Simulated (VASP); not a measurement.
Input:

```xyz
2
Lattice="0.0000 2.4412 2.4412 2.4412 0.0000 2.4412 2.4412 2.4412 0.0000" Properties=species:S:1:pos:R:3 pbc="T T T"
Sr     0.0000     0.0000     0.0000
O      2.4412     2.4412     2.4412
```

Calculation: PBEsol GGA, VASP's PBE PAW potentials (set 64) (plane waves; VASP). Run with 620 eV cut-off, 9×9×9 Γ-centred mesh, Gaussian smearing of 0.050 eV, potentials Sr_sv O.

Q: Predict the energy per atom (σ→0), pressure.

A: 
The energy per atom (σ→0) is -6.191 eV/atom. The pressure comes out as 19.82 GPa.

The compound is SrO in the rock salt structure. It was relaxed first under an external pressure of 20 GPa.
